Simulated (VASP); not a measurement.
Output of a VASP run:

### OSZICAR
```
       N       E                     dE             d eps       ncg     rms          rms(c)
DAV:   1     0.864714208877E+02    0.86471E+02   -0.99221E+03  1339   0.250E+03
DAV:   2    -0.763432481886E+01   -0.94106E+02   -0.89521E+02  1382   0.355E+02
DAV:   3    -0.143889084133E+02   -0.67546E+01   -0.67170E+01  1377   0.871E+01
DAV:   4    -0.144863818276E+02   -0.97473E-01   -0.97407E-01  1421   0.115E+01
DAV:   5    -0.144879216645E+02   -0.15398E-02   -0.15398E-02  1368   0.131E+00    0.732E+00
DAV:   6    -0.126847871404E+02    0.18031E+01   -0.50412E+00  1858   0.488E+01    0.272E+00
DAV:   7    -0.126827770801E+02    0.20101E-02   -0.32888E-01  1227   0.704E+00    0.177E+00
DAV:   8    -0.126709347873E+02    0.11842E-01   -0.55941E-02  1427   0.374E+00    0.665E-01
DAV:   9    -0.126671518746E+02    0.37829E-02   -0.17645E-02  1812   0.346E+00    0.161E-01
DAV:  10    -0.126673502245E+02   -0.19835E-03   -0.18338E-03  1479   0.789E-01    0.743E-02
DAV:  11    -0.126673026836E+02    0.47541E-04   -0.23787E-04  1728   0.284E-01    0.105E-02
DAV:  12    -0.126673081071E+02   -0.54235E-05   -0.25539E-05  1422   0.659E-02    0.767E-03
DAV:  13    -0.126673080367E+02    0.70380E-07   -0.90540E-07  1372   0.120E-02
   1 F= -.12667308E+02 E0= -.12667308E+02  d E =-.264482E-18
```

File OUTCAR:
```
------------------------ aborting loop because EDIFF is reached ----------------------------------------
  FORCE on cell =-STRESS in cart. coord.  units (eV):
  Direction    XX          YY          ZZ          XY          YZ          ZX
  --------------------------------------------------------------------------------------
  Total        0.8534650      0.8534650      0.8534650      0.0000000      0.0000000      0.0000000
  in kB       62.1637148     62.1637148     62.1637148      0.0000000      0.0000000      0.0000000
  external PRESSURE =      62.1637148 kB  Pullay stress =       0.0000000 kB
  volume of cell :       22.00
      direct lattice vectors                 reciprocal lattice vectors
     0.000000000  2.223871979  2.223871979    -0.224833086  0.224833086  0.224833086
     2.223871979  0.000000000  2.223871979     0.224833086 -0.224833086  0.224833086
     2.223871979  2.223871979  0.000000000     0.224833086  0.224833086 -0.224833086
  FREE ENERGIE OF THE ION-ELECTRON SYSTEM (eV)
  ---------------------------------------------------
  free  energy   TOTEN  =       -12.6673080367 eV

  energy  without entropy=      -12.6673080367  energy(sigma->0) =      -12.66730804
```
(Selected blocks of OUTCAR.)

File POSCAR:
```
GaN
1
    0.0000000000     2.2238719790     2.2238719790
    2.2238719790     0.0000000000     2.2238719790
    2.2238719790     2.2238719790     0.0000000000
Ga N
1 1
Direct
  0.0000000000   0.0000000000   0.0000000000
  0.2500000000   0.2500000000   0.2500000000
```

Reconstruct the remaining input files.

This is not unique; one that fits is the input of the run itself, AM05 GGA, plane waves, VASP's PBE PAW potentials (set 64).

KPOINTS:
```
Regular mesh
0
Gamma
10 10 10
0 0 0
```

**INCAR**
```
ALGO = Normal
EDIFF = 1E-7
ENCUT = 520
GGA = AM
ISIF = 2
ISMEAR = 0
LASPH = T
LCHARG = F
LMAXMIX = 4
LREAL = F
LWAVE = F
NELM = 100
PREC = Accurate
SIGMA = 0.05
SYSTEM = GaN
```

POTCAR, in this order: Ga_d N (PBE.64 set). Program: vasp_std.

The compound is GaN in the zinc blende structure, a metastable form; wurtzite is the usual one. This cell is one point of a volume scan, at 0.97 of the reference volume.
